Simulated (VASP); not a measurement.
A run of VASP 6.6.1 is set up as follows.

Contents of INCAR:

```
PREC = Accurate ; ENCUT = 520
EDIFF = 1E-7 ; ISMEAR = 0
SIGMA = 0.02 ; LREAL = False
LASPH = True ; NELM = 60
ALGO = Normal ; ISIF = 3
LWAVE = False ; LCHARG = False
GGA = PE ; IBRION = 2
NSW = 80 ; EDIFFG = -0.002
KPAR = 4
```

Contents of KPOINTS:

```
regular mesh
0
Gamma
  12 12 12
```

File POSCAR:

```
BAs
1.0
    0.0000000000      2.3885000000      2.3885000000
    2.3885000000      0.0000000000      2.3885000000
    2.3885000000      2.3885000000      0.0000000000
B As
1 1
Direct
    0.0000000000      0.0000000000      0.0000000000
    0.2500000000      0.2500000000      0.2500000000
```

Potentials or basis: VASP PAW PBE potentials, release 64 (B, As).

Launch:

```bash
$ cat potpaw_PBE.64/B/POTCAR potpaw_PBE.64/As/POTCAR > POTCAR
$ mpirun -np 4 vasp_std > vasp.out
```

(1) Estimate the band gap on the k mesh.

(2) What does it give for the relaxed cell?

(3) Predict the space group after relaxing (to 0.05 Å).

(4) Estimate the relaxed volume.

Results:

(1) 1.21 eV, indirect (least direct gap 3.25 eV).

(2) a = 3.406 Å, b = 3.406 Å, c = 3.406 Å, α = 60.00°, β = 60.00°, γ = 60.00°.

(3) F-43m (No. 216).

(4) 13.97 Å³/atom.
